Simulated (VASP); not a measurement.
Output of a VASP run:

File OSZICAR:
```
       N       E                     dE             d eps       ncg     rms          rms(c)
DAV:   1    -0.681552158720E+03   -0.68155E+03   -0.84264E+00   660   0.806E+00    0.412E+00
DAV:   2    -0.681583961980E+03   -0.31803E-01   -0.14971E-01   736   0.101E+00    0.245E+00
DAV:   3    -0.681566641550E+03    0.17320E-01   -0.22728E-02   744   0.439E-01    0.134E+00
DAV:   4    -0.681562097719E+03    0.45438E-02   -0.70808E-03   730   0.222E-01    0.712E-01
DAV:   5    -0.681560669697E+03    0.14280E-02   -0.97228E-04   730   0.853E-02    0.393E-01
DAV:   6    -0.681560223376E+03    0.44632E-03   -0.31013E-04   706   0.510E-02    0.210E-01
DAV:   7    -0.681560096976E+03    0.12640E-03   -0.94350E-05   712   0.274E-02    0.113E-01
DAV:   8    -0.681560059322E+03    0.37654E-04   -0.18408E-05   426   0.129E-02    0.634E-02
DAV:   9    -0.681560048410E+03    0.10911E-04   -0.83645E-06   410   0.944E-03    0.337E-02
DAV:  10    -0.681560045670E+03    0.27402E-05   -0.26171E-06   402   0.486E-03
   1 F= -.68156005E+03 E0= -.68156005E+03  d E =-.325730E-13  mag=     1.0000
```

### OUTCAR
```
------------------------ aborting loop because EDIFF is reached ----------------------------------------
  volume of cell :      365.00
      direct lattice vectors                 reciprocal lattice vectors
     7.146555159  0.000000000  0.000000000     0.139927556  0.000000000  0.000000000
     0.000000000  7.146555159  0.000000000     0.000000000  0.139927556  0.000000000
     0.000000000  0.000000000  7.146555159     0.000000000  0.000000000  0.139927556
 POSITION                                       TOTAL-FORCE (eV/Angst)
 -----------------------------------------------------------------------------------
      3.57226      7.10844      7.14123        -0.014927      0.013823      0.011623
      4.47837      0.87370      0.85702        -0.006049      0.002630     -0.027378
      5.38376      1.77888      7.13312        -0.005522     -0.016498      0.011261
      6.24964      2.67552      0.86281        -0.000217      0.003040      0.004821
      5.35971      7.13891      1.76172        -0.007846      0.011699      0.003493
      6.23967      0.88966      2.65573         0.005299      0.011478     -0.004097
      7.13971      7.13952      7.10859        -0.002071      0.005290      0.006820
      0.87407      0.87368      0.86804         0.013933      0.014630      0.026477
      1.76624      1.76493      0.00761         0.002741     -0.021709     -0.006988
      2.67630      2.67575      0.86282         0.000457      0.000034     -0.008085
      3.58693      3.58668      0.00810        -0.005844      0.014705     -0.007489
      4.47859      4.47772      0.86837        -0.011653     -0.012400      0.027610
      5.35990      5.35832      7.10868        -0.004046     -0.006828      0.007193
      6.24960      6.24892      0.86153        -0.002487     -0.000714      0.010411
      1.77999      7.10881      1.73053         0.022285      0.009771     -0.015060
      2.68249      0.82485      2.56319        -0.058693      0.050691      0.028387
      3.58626      1.76467      1.71749        -0.004693     -0.009793      0.004694
      4.50351      2.67708      2.57904        -0.092359      0.028180      0.049169
      5.38241      3.57219      1.73962         0.006494      0.018236     -0.025629
      6.25849      4.46122      2.65598         0.003184     -0.012154     -0.010103
      3.55861      7.14126      3.53882         0.021793     -0.011044     -0.013878
      4.43810      0.90274      4.44676         0.009375     -0.007889      0.014404
      5.34273      1.79807      3.54578         0.038524     -0.031284      0.002465
      6.24943      2.67555      4.43517         0.002211      0.001633      0.007936
      5.35467      7.14507      5.32728        -0.006824      0.005517     -0.001132
      6.25955      0.89045      6.21508        -0.011008      0.003000      0.015230
      7.11607      3.57218      7.13206         0.003579      0.015448      0.021221
      0.87401      4.47746      0.85622         0.006214     -0.007485     -0.011004
      1.78035      5.38966      7.14132         0.016383     -0.015357      0.006199
      2.67613      6.24901      0.86275         0.001891      0.002593      0.005049
      7.11608      1.77883      1.73899        -0.002884     -0.019746     -0.021216
      0.84764      2.67350      2.57810         0.094007     -0.024335      0.057411
      1.76571      3.58652      1.71719         0.009960      0.014128      0.003498
      2.66942      4.52646      2.56324         0.061298     -0.055226      0.014582
      3.57210      5.38908      1.73064        -0.013322     -0.013891     -0.013023
      4.46531      6.25287      2.65185        -0.014265      0.005380     -0.006340
      7.14393      7.14429      3.54364         0.008859      0.014540      0.010480
      0.91419      0.90249      4.42431        -0.005847     -0.006442     -0.012819
      1.75638      1.70481      3.35241         0.007416     -0.108799     -0.133594
      2.67870      2.67601      5.08674        -0.016221     -0.006940     -0.633650
      3.59286      3.64487      3.35274         0.018823      0.123586     -0.127090
      4.43694      4.44758      4.42535         0.011734      0.011403     -0.019048
      5.35369      5.35204      3.54413         0.000298     -0.005087      0.005791
      6.24929      6.24819      4.43575         0.001569      0.002675     -0.002453
      1.79404      7.14162      5.33190        -0.022271     -0.023113      0.026026
      2.67028      0.82483      6.30826         0.056412      0.057852     -0.036113
      3.59671      1.70551      5.52012        -0.006303     -0.120541      0.113471
      4.50577      2.67346      6.29398        -0.109023     -0.023191     -0.071036
      5.34340      3.55257      5.32547         0.029336      0.029305      0.005726
      6.24035      4.46086      6.21495         0.000277     -0.002231      0.015758
      7.13887      5.35838      1.76126         0.005920     -0.013689      0.009940
      0.88663      6.24435      2.65127         0.012434      0.000252      0.000946
      0.00916      3.55283      3.54544        -0.031961      0.021573     -0.000663
      0.91528      4.44778      4.44598        -0.014158      0.018818      0.025393
      1.79367      5.35650      3.53844        -0.019885      0.015965     -0.013685
      2.67621      6.24905      4.43543        -0.001507     -0.001694      0.001552
      0.00965      1.79866      5.32466        -0.032410     -0.034757      0.012617
      0.84858      2.67761      6.29263         0.094335      0.030035     -0.061428
      1.75926      3.64619      5.51960        -0.020423      0.113206      0.117066
      2.68299      4.52738      6.30886        -0.060327     -0.064806     -0.038947
      3.55858      5.35694      5.33251         0.021879      0.007400      0.020950
      4.46556      6.24468      6.21967        -0.012656      0.000212      0.002706
...
```
(Selected blocks of OUTCAR.)

**POSCAR**
```
C65
1
    7.1465551590     0.0000000000     0.0000000000
    0.0000000000     7.1465551590     0.0000000000
    0.0000000000     0.0000000000     7.1465551590
C
65
Direct
  0.4998580949   0.9946666374   0.9992551848
  0.6266476985   0.1222546236   0.1199204253
  0.7533358071   0.2489147582   0.9981200176
  0.8744970736   0.3743793891   0.1207302083
  0.7499704549   0.9989295793   0.2465136713
  0.8731024434   0.1244885956   0.3716092670
  0.9990418282   0.9990154076   0.9946878983
  0.1223063002   0.1222517172   0.1214626224
  0.2471450081   0.2469627797   0.0010647648
  0.3744883497   0.3744107809   0.1207329667
  0.5019103359   0.5018751728   0.0011327225
  0.6266787545   0.6265570894   0.1215089305
  0.7499976419   0.7497764682   0.9947002422
  0.8744911323   0.8743959519   0.1205514346
  0.2490696787   0.9947184008   0.2421490748
  0.3753549224   0.1154186305   0.3586607853
  0.5018172666   0.2469252928   0.2403247037
  0.6301656887   0.3745972744   0.3608783303
  0.7531478667   0.4998477502   0.2434212940
  0.8757345287   0.6242470791   0.3716454562
  0.4979473002   0.9992596590   0.4951786089
  0.6210126461   0.1263188392   0.6222249220
  0.7475957429   0.2515994168   0.4961516459
  0.8744675967   0.3743829364   0.6206023866
  0.7492655417   0.9997920835   0.7454334366
  0.8758836487   0.1245985722   0.8696604080
  0.9957342075   0.4998470937   0.9979715940
  0.1222979761   0.6265202461   0.1198086868
  0.2491202708   0.7541614414   0.9992679217
  0.3744646912   0.8744088819   0.1207230623
  0.9957359853   0.2489074219   0.2433330060
  0.1186087596   0.3740968823   0.3607467619
  0.2470717081   0.5018526688   0.2402826491
  0.3735250761   0.6333759989   0.3586672645
  0.4998345270   0.7540802651   0.2421643632
  0.6248199534   0.8749489181   0.3710670904
  0.9996333303   0.9996830431   0.4958529605
  0.1279202091   0.1262835388   0.6190823689
  0.2457659030   0.2385492890   0.4690947804
  0.3748233197   0.3744471091   0.7117751748
  0.5027394301   0.5100177623   0.4691409720
  0.6208502005   0.6223386180   0.6192278859
  0.7491282926   0.7488983184   0.4959218124
  0.8744482774   0.8742939482   0.6206833915
  0.2510362176   0.9993092267   0.7460792770
  0.3736456587   0.1154170317   0.8826991650
  0.5032785703   0.2386474836   0.7724175911
  0.6304817461   0.3740907261   0.8807019097
  0.7476883221   0.4971020486   0.7451799492
  0.8731964538   0.6241978418   0.8696431883
  0.9989252208   0.7497853589   0.2464486441
  0.1240639619   0.8737571123   0.3709859246
  0.0012818805   0.4971391997   0.4961042521
  0.1280724239   0.6223674744   0.6221144396
  0.2509831831   0.7495215576   0.4951255223
  0.3744755713   0.8744143903   0.6206382780
  0.0013504777   0.2516825865   0.7450661266
  0.1187400820   0.3746710435   0.8805117812
  0.2461682889   0.5102019765   0.7723435269
  0.3754235470   0.6335058597   0.8827829756
  0.4979429946   0.7495830127   0.7461647086
  0.6248553332   0.8738034682   0.8703034714
  0.9998003945   0.7489066687   0.7454055970
  0.1241924448   0.8750069240   0.8702656142
  0.3741087583   0.3743056771   0.5299799027
```

### Question
Reconstruct the remaining input files.

### Answer
This is not unique; one that fits is the input of the run itself, HSE06 screened hybrid, plane waves, VASP's PBE PAW potentials (set 64).

File KPOINTS:
```
Automatic mesh
0
Gamma
1 1 1
0 0 0
```

### INCAR
```
AEXX  =  0.25
ALGO  =  Normal
EDIFF  =  1E-5
ENCUT  =  400
GGA  =  PE
HFSCREEN  =  0.2
ISIF  =  0
ISMEAR  =  0
ISPIN  =  2
ISYM  =  0
LASPH  =  T
LCHARG  =  F
LHFCALC  =  T
LORBIT  =  10
LREAL  =  Auto
LWAVE  =  F
MAGMOM  =  65*0.0154
NELECT  =  259.0
NELM  =  50
NELMIN  =  4
NUPDOWN  =  1
PREC  =  Normal
PRECFOCK  =  Fast
SIGMA  =  0.05
SYSTEM  =  C65
```

POTCAR, in this order: C (PBE.64 set). Program: vasp_gam. Read from the step before: WAVECAR.

The cell is charged, with a uniform compensating background. The supercell is sampled at Γ alone, which is coarse: total energies, pressure and levels can be off, energies of defects by several tenths of an eV.

The cell is a supercell with a defect, built from C (diamond): C_i, charge +1. The cell's shape comes from a PBE relaxation.
